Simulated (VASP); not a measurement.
# Pb2SO: structure and properties in VASP, part 2 of 2

Wanted: the relaxed cell of Pb2SO and its properties. The cell is invented: it takes the structure of a Materials Project entry for PbS (space group 187 there), with some of its atoms replaced by other elements, volume scaled by an estimate. It may not be a known or stable phase.

VASP 6.6.1; PW91; plane waves and PAW (Pb_d, S, O); invented cell.

So far, gap on the k-mesh (eV): step 2 (rough relaxation of the start cell) 0.875; step 3 (full relaxation (PW91)) 0.657; step 4 (single point with fields (PW91)) 0.657. The relaxed cell has a, b, c = 3.577, 7.175, 7.726 Å (conventional setting).

### 6. Total and projected DOS (PW91)

A density of states needs more k-points than a total energy; ISMEAR = -5 takes tetrahedra, and LORBIT projects the states on the PAW spheres. The mesh is finer than in the run before.

Contents of INCAR:

```
SYSTEM = Pb2SO
PREC = Accurate
ENCUT = 520
EDIFF = 1E-06
NELM = 100
ISMEAR = -5
SIGMA = 0.05
LREAL = .FALSE.
ALGO = Normal
GGA = 91
NBANDS = 34
LORBIT = 11
LWAVE = .FALSE.
LCHARG = .FALSE.
KPAR = 2
NEDOS = 2001
```

Contents of POSCAR:

```
Pb2SO
1.0
   -1.7886412924      3.5876981171      3.8627526302
    1.7886412924     -3.5876981171      3.8627526302
    1.7886412924      3.5876981171     -3.8627526302
Pb S O
2 1 1
Direct
    0.2037403264      0.9785307163      0.2252096101
    0.7533211061      0.9785307163      0.7747903899
    0.3200362496      0.3200362496      0.0000000000
    0.8895689780      0.3895689780      0.5000000000
```

Contents of KPOINTS:

```
Automatic mesh
0
Gamma
10 10 10
0 0 0
```

The projector-augmented-wave data sets are Pb_d, S and O (PBE family, release 64).

Run with:

```
> mpirun -np 2 vasp_std
```

Run time: 5.8 min. Hardware: 2 MPI ranks of AMD EPYC 7R43, shared host; peak memory 1.1 GiB.

This step gave:

```yaml
irreducible_k_points: 171
fermi_energy: 4.789 eV
pressure: 0.02414 GPa
valence_top_at_k: 0.5, 0.5, 0.5
conduction_bottom_at_k: 0.3, -0.3, 0.3
least_direct_gap_at_k: 0.5, 0.5, 0.5
gap_on_the_k_mesh: 0.5648 eV
least_direct_gap_on_the_k_mesh: 0.8122 eV
```

The density of states has structure finer than the step of the table below, so its rows give means over 0.5 eV, whole bins alone (the curve runs from -12.0 to 7.21 eV). Peaks (eV: height): total -8.23: 5.62, -7.25: 3.84, -2.60: 5.69, -1.62: 4.37; O p -8.23: 0.269, -2.60: 2.11, -1.62: 1.50, 4.36: 0.480; Pb p 3.24: 1.11, 3.73: 1.05, 4.36: 1.27, 5.61: 1.41; S p -3.71: 0.546, -2.60: 0.626, -1.62: 0.809, -0.79: 1.07; Pb s -8.23: 3.21, -7.25: 2.23.

States under -12.0 eV and over 7.2 eV are left out. The density of states by energy, zero at the valence-band top; means over each step; values in states/eV/cell:

```csv
energy (eV),total,O p,Pb p,S p,Pb s,S s,O s
-11.5,1.34,0.00154,0.0139,6.7e-4,0.0315,0.829,0.00373
-11.0,0,0,0,0,0,0,0
-10.5,0,0,0,0,0,0,0
-10.0,0,0,0,0,0,0,0
-9.5,0,0,0,0,0,0,0
-9.0,0.00981,3.9e-4,2.0e-5,3.5e-4,0.00539,2.7e-5,3.0e-5
-8.5,1.95,0.0856,0.0120,0.0512,1.10,0.0246,0.0346
-8.0,2.57,0.103,0.0207,0.0600,1.46,0.0707,0.0591
-7.5,2.06,0.0673,0.0162,0.0427,1.16,0.156,0.0229
-7.0,1.18,0.0257,0.0133,0.0278,0.721,0.0489,0.00871
-6.5,0.221,0.00305,0.00241,0.00342,0.155,3.4e-4,1.7e-5
-6.0,0,0,0,0,0,0,0
-5.5,0,0,0,0,0,0,0
-5.0,0,0,0,0,0,0,0
-4.5,0.0487,0.00868,0.00744,0.00768,2.0e-4,8.0e-5,2.7e-5
-4.0,2.08,0.392,0.297,0.320,0.0201,0.00758,0.00186
-3.5,2.96,0.638,0.376,0.434,0.0609,0.0159,0.00529
-3.0,3.11,0.907,0.319,0.394,0.0823,0.0156,0.00556
-2.5,3.80,1.30,0.314,0.482,0.100,0.0172,0.00513
-2.0,3.56,1.22,0.196,0.552,0.126,0.00797,0.00500
-1.5,3.49,1.06,0.139,0.709,0.177,0.00785,0.00628
-1.0,2.84,0.444,0.134,0.870,0.244,0.00933,0.00608
-0.5,1.88,0.245,0.0766,0.644,0.200,0.00577,0.00643
0.0,0.203,0.0274,0.00588,0.0706,0.0273,4.3e-4,8.0e-4
0.5,0.0286,0.00232,0.00783,0.00178,5.3e-4,1.3e-4,4.0e-4
1.0,1.02,0.0923,0.273,0.0740,0.0172,0.00664,0.0140
1.5,2.50,0.240,0.704,0.113,0.0437,0.0280,0.0331
2.0,1.95,0.146,0.556,0.119,0.0400,0.0155,0.0190
2.5,1.95,0.138,0.631,0.100,0.0439,0.0405,0.0114
3.0,2.02,0.174,0.668,0.122,0.0305,0.0263,0.0163
3.5,2.78,0.236,0.918,0.228,0.0472,0.0337,0.0144
4.0,2.22,0.184,0.745,0.219,0.0220,0.0168,0.00709
4.5,2.36,0.255,0.810,0.200,0.0128,0.0119,0.00447
5.0,1.93,0.134,0.699,0.150,0.0153,0.00805,0.00350
5.5,3.10,0.136,1.26,0.228,0.0288,0.0126,0.00296
6.0,1.50,0.0697,0.650,0.106,0.0138,0.00655,0.00107
6.5,0.774,0.0311,0.231,0.0493,0.00713,0.00260,0.00158
```

The gap on this mesh is 0.56 eV. In the top eV of the valence band the largest shares in the PAW spheres are S p 34 %, O p 13 % and Pb s 10 %; in the lowest eV of the conduction band, Pb p 28 %, O p 9 % and S p 5 %. The rest lies in smaller channels or between the spheres.

### 7. Response to an electric field (PW91)

The response to a static field gives the electronic dielectric tensor and the Born charges. It needs tightly converged orbitals, hence the small EDIFF.

Contents of INCAR:

```
SYSTEM = Pb2SO
PREC = Accurate
ENCUT = 520
EDIFF = 1E-08
NELM = 100
ISMEAR = 0
SIGMA = 0.01
LREAL = .FALSE.
ALGO = Normal
GGA = 91
NBANDS = 26
LORBIT = 11
LWAVE = .FALSE.
LCHARG = .FALSE.
KPAR = 2
LEPSILON = .TRUE.
```

POSCAR is that of step 6.

Contents of KPOINTS:

```
Automatic mesh
0
Gamma
8 8 8
0 0 0
```

Run with:

```
> mpirun -np 2 vasp_std
```

The job ended after 41 min (2 MPI ranks).

The run was cut off at its time limit.

More ranks or a longer limit would be the way on.

### 8. Results

| Property | Result |
| --- | --- |
| relaxed volume | 24.79 Å³/atom |
| relaxed conventional cell a, b, c | 3.577, 7.175, 7.726 Å |
| space group after relaxing, within 0.02 Å | Imm2 (No. 44) |
| band gap | 0.560 eV, indirect (least direct gap of that run 0.812 eV) |
| gap among the points of the DOS mesh alone, an upper bound | 0.565 eV |

In words: With PW91, Pb2SO relaxes to 24.79 Å³/atom in space group Imm2 (held by the symmetry of the run) and has an indirect gap of 0.560 eV. Not obtained: response to an electric field (PW91), because the run hit its time limit. Bands along the symmetry lines (PW91): On this path the gap is indirect, 0.56 eV, with the valence top at Z and the conduction bottom between Γ and Y. The least direct gap is 0.81 eV. Spin-orbit coupling is left out, and with elements this heavy it would split and shift bands near the edges, and it can change the kind of a small gap. No search among competing phases was made. All values are for a static lattice at zero temperature.

[Lines on the potential files, build, host, timing and source positions are cut from VASP's logs without a mark.]

[Logs are printed without paths, hosts, clocks, repeated set-up lines and the standing remarks that a program may print on its own settings, such as how far it seeks lower states.]

[Hosts, paths, dates, database ids (printed as entryN), source tags and the programs' standing remarks are cut or masked in the printed files.]

[A measured line is paired with the nearest computed mode of its activity, which favours agreement.]
